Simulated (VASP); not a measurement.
The system is SiB2.

```
Si B
1.0
     3.05000    0.00000    0.00000
    -1.52500    2.64138    0.00000
     0.00000    0.00000    3.61000
Si B
1 2
Direct
  0.00000 0.00000 0.00000
  0.33333 0.66667 0.50000
  0.66667 0.33333 0.50000
```

The cell was built by a generator and needn't be a form met in nature.

| Item | Value |
| --- | --- |
| Program | VASP 6.6.1 |
| Task | relaxation of cell and atoms |
| Functional | PBE |
| Potentials or basis | VASP PAW PBE potentials, release 64 (Si, B) |
| Cutoff | 520 eV |
| k mesh | 8 × 8 × 6 |
| Occupations | gaussian, width 0.15 eV |
| Spin | no spin polarisation |

At the start: pressure -8.4 GPa; volume 9.69 Å³/atom.

Q: How do energy, volume and symmetry change on relaxing?

A: Over 5 steps the energy falls by 19.2 meV/atom and the volume is 9.15 Å³/atom (-5.6 %); space group P6/mmm (No. 191, to 0.05 Å).

The path:
```csv
step,energy change (eV),largest force (eV/Å),pressure (GPa),volume (Å³)
1,0.0000,0.0000,-8.41,29.08
2,-0.0476,0.0000,3.12,26.98
3,-0.0569,0.0000,-0.51,27.55
4,-0.0568,0.0000,-0.66,27.58
5,-0.0577,0.0000,-0.32,27.45
```

Final structure:
```
CELL_PARAMETERS angstrom
2.97494 0.00000 0.00000
-1.48747 2.57637 0.00000
0.00000 0.00000 3.58186
ATOMIC_POSITIONS crystal
Si 0.00000 0.00000 0.00000
B 0.33333 0.66667 0.50000
B 0.66667 0.33333 0.50000
```
